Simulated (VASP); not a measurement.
Level of theory: LDA (Ceperley-Alder, Perdew-Zunger), VASP's LDA PAW potentials (set 64) (plane waves; VASP).

A VASP calculation is set up with these files.

File KPOINTS:
```
Automatic mesh
0
Gamma
3 3 1
0 0 0
```

**POSCAR**
```
Ca3PSb
1.0
  5.3156980000   0.0000000000   0.0000000000
  0.0000000000   5.3156980000   0.0000000000
  0.0000000000   0.0000000000  20.0737000000
Ca Sb P
6 2 2
direct
  0.0000000000   0.5000000000   0.2988990000
  0.5000000000   0.0000000000   0.2988990000
  0.5000000000   0.5000000000   0.4329650000
  0.0000000000   0.5000000000   0.5670300000
  0.5000000000   0.0000000000   0.5670300000
  0.5000000000   0.5000000000   0.7011010000
  0.0000000000   0.0000000000   0.4329650000
  0.0000000000   0.0000000000   0.7011010000
  0.5000000000   0.5000000000   0.2988990000
  0.5000000000   0.5000000000   0.5670300000
```

INCAR:
```
ALGO = Normal
EDIFF = 1E-6
ENCUT = 300
ISIF = 2
ISMEAR = 0
LASPH = T
LCHARG = F
LMAXMIX = 4
LREAL = F
LWAVE = F
NELM = 100
PREC = Accurate
SIGMA = 0.1
SYSTEM = Ca3PSb
```

POTCAR, in this order: Ca_sv Sb P (LDA.64 set). Program: vasp_std.

The run wrote:

File OUTCAR:
```
 ion  position               nearest neighbor table
   1  0.000  0.500  0.299-   9 2.66   9 2.66
   2  0.500  0.000  0.299-   9 2.66   9 2.66
   3  0.500  0.500  0.433-  10 2.69   9 2.69
   4  0.000  0.500  0.567-  10 2.66  10 2.66
   5  0.500  0.000  0.567-  10 2.66  10 2.66
   6  0.500  0.500  0.701-  10 2.69
   7  0.000  0.000  0.433-
   8  0.000  0.000  0.701-
   9  0.500  0.500  0.299-   1 2.66   2 2.66   2 2.66   1 2.66   3 2.69
  10  0.500  0.500  0.567-   4 2.66   5 2.66   5 2.66   4 2.66   3 2.69   6 2.69
  LATTYP: Found a simple tetragonal cell.
 ALAT       =     5.3156980000
 C/A-ratio  =     3.7763055764
 Subroutine PRICEL returns:
 Original cell was already a primitive cell.
 Subroutine GETGRP returns: Found  8 space group operations
The static configuration has the point symmetry C_4v.
The dynamic configuration has the point symmetry C_4v.
 Subroutine INISYM returns: Found  8 space group operations
 Subroutine IBZKPT returns following result:
 Found      3 irreducible k-points:

 Following reciprocal coordinates:
            Coordinates               Weight
  0.000000  0.000000  0.000000      1.000000
  0.333333  0.000000  0.000000      4.000000
  0.333333  0.333333  0.000000      4.000000
   k-points           NKPTS =      3   k-points in BZ     NKDIM =      3   number of bands    NBANDS=     48
   number of dos      NEDOS =    301   number of ions     NIONS =     10
   total plane-waves  NPLWV = 108000
   dimension x,y,z NGX =    30 NGY =   30 NGZ =  120
   dimension x,y,z NGXF=    60 NGYF=   60 NGZF=  240
   ions per type =               6   2   2
   PREC   = accura    normal or accurate (medium, high low for compatibility)
   ISTART =      0    job   : 0-new  1-cont  2-samecut
   ICHARG =      2    charge: 1-file 2-atom 10-const
   ISPIN  =      1    spin polarized calculation?
   LNONCOLLINEAR =      F non collinear calculations
   LSORBIT =      F    spin-orbit coupling
...
```

### OSZICAR
```
       N       E                     dE             d eps       ncg     rms          rms(c)
DAV:   1     0.485633962895E+03    0.48563E+03   -0.30455E+04   392   0.930E+02
DAV:   2     0.342170065786E+00   -0.48529E+03   -0.47302E+03   336   0.309E+02
DAV:   3    -0.414749511650E+02   -0.41817E+02   -0.41318E+02   408   0.636E+01
DAV:   4    -0.468163672668E+02   -0.53414E+01   -0.53219E+01   552   0.220E+01
DAV:   5    -0.472898651446E+02   -0.47350E+00   -0.47334E+00   440   0.482E+00    0.114E+01
DAV:   6    -0.429960127908E+02    0.42939E+01   -0.90971E+00   336   0.900E+00    0.714E+00
DAV:   7    -0.423716009176E+02    0.62441E+00   -0.51241E+00   384   0.595E+00    0.296E+00
DAV:   8    -0.425008442677E+02   -0.12924E+00   -0.21113E+00   352   0.444E+00    0.188E+00
DAV:   9    -0.423282212561E+02    0.17262E+00   -0.42003E-01   376   0.204E+00    0.969E-01
DAV:  10    -0.422321092877E+02    0.96112E-01   -0.11759E-01   416   0.127E+00    0.564E-01
DAV:  11    -0.422196867829E+02    0.12423E-01   -0.61994E-02   424   0.779E-01    0.405E-01
DAV:  12    -0.422140134952E+02    0.56733E-02   -0.20951E-02   376   0.383E-01    0.309E-01
DAV:  13    -0.422121556789E+02    0.18578E-02   -0.64174E-03   344   0.209E-01    0.169E-01
DAV:  14    -0.422103498923E+02    0.18058E-02   -0.58486E-03   368   0.298E-01    0.121E-01
DAV:  15    -0.422101354805E+02    0.21441E-03   -0.13608E-03   376   0.104E-01    0.925E-02
DAV:  16    -0.422117720559E+02   -0.16366E-02   -0.21005E-03   336   0.185E-01    0.130E-01
DAV:  17    -0.422113935652E+02    0.37849E-03   -0.68123E-04   336   0.913E-02    0.819E-02
DAV:  18    -0.422119544627E+02   -0.56090E-03   -0.40544E-04   352   0.792E-02    0.250E-02
DAV:  19    -0.422123147780E+02   -0.36032E-03   -0.17831E-04   376   0.338E-02    0.170E-02
DAV:  20    -0.422128129359E+02   -0.49816E-03   -0.72908E-05   336   0.237E-02    0.311E-02
DAV:  21    -0.422129061573E+02   -0.93221E-04   -0.47664E-05   352   0.254E-02    0.119E-02
DAV:  22    -0.422129537762E+02   -0.47619E-04   -0.25974E-05   296   0.149E-02    0.542E-03
DAV:  23    -0.422129762505E+02   -0.22474E-04   -0.70613E-06   272   0.783E-03    0.650E-03
DAV:  24    -0.422129857270E+02   -0.94765E-05   -0.22975E-06   248   0.346E-03    0.521E-03
DAV:  25    -0.422129864203E+02   -0.69330E-06   -0.25984E-07   216   0.255E-03
   1 F= -.42212986E+02 E0= -.42197497E+02  d E =-.309798E-01
```

OUTCAR:
```
------------------------ aborting loop because EDIFF is reached ----------------------------------------
  FORCE on cell =-STRESS in cart. coord.  units (eV):
  Direction    XX          YY          ZZ          XY          YZ          ZX
  --------------------------------------------------------------------------------------
  Total       -4.5347923     -4.5347923     -5.5867286      0.0000000      0.0000000      0.0000000
  in kB      -12.8091396    -12.8091396    -15.7804771      0.0000000      0.0000000      0.0000000
  external PRESSURE =     -13.7995854 kB  Pullay stress =       0.0000000 kB
  volume of cell :      567.22
      direct lattice vectors                 reciprocal lattice vectors
     5.315698000  0.000000000  0.000000000     0.188122049  0.000000000  0.000000000
     0.000000000  5.315698000  0.000000000     0.000000000  0.188122049  0.000000000
     0.000000000  0.000000000 20.073700000     0.000000000  0.000000000  0.049816426
 POSITION                                       TOTAL-FORCE (eV/Angst)
 -----------------------------------------------------------------------------------
      0.00000      2.65785      6.00001         0.000000     -0.000000      0.774189
      2.65785      0.00000      6.00001         0.000000      0.000000      0.774189
      2.65785      2.65785      8.69121         0.000000     -0.000000      0.182885
      0.00000      2.65785     11.38239         0.000000      0.000000      0.377921
      2.65785      0.00000     11.38239        -0.000000     -0.000000      0.377921
      2.65785      2.65785     14.07369         0.000000      0.000000      0.263339
      0.00000      0.00000      8.69121        -0.000000      0.000000     -0.513798
      0.00000      0.00000     14.07369         0.000000      0.000000     -1.195360
      2.65785      2.65785      6.00001         0.000000     -0.000000     -0.879334
      2.65785      2.65785     11.38239         0.000000     -0.000000     -0.161952
 -----------------------------------------------------------------------------------
    total drift:                                0.000000      0.000000      0.001000
  FREE ENERGIE OF THE ION-ELECTRON SYSTEM (eV)
  ---------------------------------------------------
  free  energy   TOTEN  =       -42.2129864203 eV

  energy  without entropy=      -42.1820065975  energy(sigma->0) =      -42.19749651
```
(Selected blocks of OUTCAR.)

At this cut-off the stress carries a Pulay error, which pulls relaxed volumes low. The cell holds a wide vacuum, so values per volume refer to the whole cell.

The cell is a sheet with vacuum, built from a database entry that may be metastable or hypothetical.
